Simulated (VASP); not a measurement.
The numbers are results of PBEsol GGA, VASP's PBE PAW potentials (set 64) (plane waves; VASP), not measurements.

Input for VASP

### INCAR
```
! general
SYSTEM =KI(100) slab
PREC   =Normal
ENCUT  =400
LREAL  =.FALSE.
LASPH  =.TRUE.   ! aspherical one-centre terms

! electronic loop
EDIFF  =1E-5
NELM   =100
NELMIN =4
ALGO   =Normal   ! blocked Davidson
LMAXMIX=4   ! l cut-off of mixed one-centre charges

! smearing
ISMEAR =0   ! Gaussian
SIGMA  =0.05   ! width (eV)

! functional
GGA    =PS

! ions
IBRION =2   ! conjugate gradients
NSW    =50
ISIF   =2
EDIFFG =-0.03

! output
LWAVE  =.TRUE.
LCHARG =.FALSE.

! other
LDIPOL =.TRUE.
IDIPOL =3
DIPOL  =0.5 0.5 0.5
```

POSCAR:
```
KI(100) slab
1
    4.9635047836     0.0000000000     0.0000000000
    0.0000000000     4.9635047836    -0.0000000000
   -0.0000000000    -0.0000000000    28.9316745616
K I
4 4
Direct
  0.0000000000   0.5000000000   0.3180340000
  0.5000000000   0.0000000000   0.4393450000
  0.0000000000   0.5000000000   0.5606550000
  0.5000000000   0.0000000000   0.6819660000
  0.0000000000   0.5000000000   0.4393450000
  0.5000000000   0.0000000000   0.3180340000
  0.0000000000   0.5000000000   0.6819660000
  0.5000000000   0.0000000000   0.5606550000
```

**KPOINTS**
```
Automatic mesh
0
Gamma
4 4 1
0 0 0
```

POTCAR, in this order: K_sv I (PBE.64 set). Program: vasp_std.

Unless said otherwise, spin-orbit coupling is left out, though it shifts the bands of the heavy elements here.

Q: What does the run give for the energy per atom (σ→0), band gap (on the k-mesh)?

A: 
| Quantity | Result |
|---|---|
| energy per atom (σ→0) | -2.871 eV/atom |
| band gap (on the k-mesh) | 3.95 eV |

OSZICAR:
```
...
DAV:   4    -0.229672598795E+02    0.72527E-04   -0.12526E-04   552   0.663E-02    0.629E-02
DAV:   5    -0.229672382816E+02    0.21598E-04   -0.18940E-04   522   0.889E-02    0.221E-02
DAV:   6    -0.229672674678E+02   -0.29186E-04   -0.12390E-04   522   0.386E-02    0.204E-02
DAV:   7    -0.229672909744E+02   -0.23507E-04   -0.81728E-06   338   0.188E-02    0.151E-02
DAV:   8    -0.229673254561E+02   -0.34482E-04   -0.11878E-05   374   0.181E-02    0.101E-02
DAV:   9    -0.229673755937E+02   -0.50138E-04   -0.16395E-05   376   0.142E-02    0.548E-03
DAV:  10    -0.229673839316E+02   -0.83380E-05   -0.33337E-06   330   0.637E-03
   4 F= -.22967384E+02 E0= -.22967384E+02  d E =-.506429E-02
```

The cell is a thin slab with vacuum, built from KI (rock salt): (100) face.
